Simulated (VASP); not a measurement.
Method: LDA (Ceperley-Alder, Perdew-Zunger), VASP's LDA PAW potentials (set 64) (plane waves; VASP).

The input files of a VASP run:

### INCAR
```
! general
SYSTEM =CaPt5
PREC   =Accurate
ENCUT  =300
LREAL  =.False.
LASPH  =.True.

! electronic loop
EDIFF  =1E-6
NELM   =100
ALGO   =Normal
LMAXMIX=6

! smearing
ISMEAR =0
SIGMA  =0.1

! ions
IBRION =2
NSW    =50
ISIF   =3
EDIFFG =-0.01

! output
LWAVE  =.False.
LCHARG =.False.
```

### POSCAR
```
CaPt5
1
    5.3556600000     0.0000000000     0.0000000000
   -2.6778300000     4.6381380000     0.0000000000
    0.0000000000     0.0000000000     4.3944300000
Ca Pt
1 5
Direct
  0.0003070000   0.0009580000   0.0120460000
  0.3324190000   0.6895110000   0.0319320000
  0.6742000000   0.3365470000  -0.0506120000
  0.5029350000  -0.0007300000   0.4991980000
  0.4909210000   0.5017160000   0.5194180000
 -0.0007820000   0.4719980000   0.4880180000
```

**KPOINTS**
```
Regular mesh
0
gamma
  4 4 4
0 0 0
```

POTCAR, in this order: Ca_sv Pt (LDA.64 set). Program: vasp_std.

At this cut-off the stress carries a Pulay error, which pulls relaxed volumes low. Energy and stress use the plane-wave basis of the starting cell. Unless said otherwise, spin-orbit coupling is left out, though it shifts the bands of the heavy elements here.

Task: Predict the energy per atom (σ→0), volume per atom, band gap (on the k-mesh).

Result: 
- energy per atom (σ→0) = -7.127 eV/atom
- band gap (on the k-mesh) = none (metal, semimetal or under 0.01 eV)
- volume per atom = 17.47 Å^3/atom

OSZICAR:
```
...
  34 F= -.42776101E+02 E0= -.42763096E+02  d E =-.337101E-04
       N       E                     dE             d eps       ncg     rms          rms(c)
DAV:   1    -0.427761722635E+02   -0.71304E-04   -0.17545E-02  2592   0.685E-01    0.642E-02
DAV:   2    -0.427761257772E+02    0.46486E-04   -0.53646E-04  2684   0.142E-01    0.275E-02
DAV:   3    -0.427761204515E+02    0.53257E-05   -0.35004E-05  3432   0.427E-02    0.162E-02
DAV:   4    -0.427761185518E+02    0.18997E-05   -0.10295E-05  3036   0.260E-02    0.880E-03
DAV:   5    -0.427761180373E+02    0.51451E-06   -0.26992E-06  2240   0.121E-02
  35 F= -.42776118E+02 E0= -.42763129E+02  d E =-.174506E-04
```

The structure comes from a computed database's CaPt5 entry; how it stands against other phases isn't given here. In the starting cell atoms are displaced from their ideal sites. This run relaxes it. The k-mesh is coarse (spacing up to 0.36 per Å, 2π included), so the numbers may not be converged in it. The run is one of a series of settings (EDIFFG = -0.01, IBRION = 2, ISIF = 3, NSW = 50 against the base run), some of them coarse on purpose.
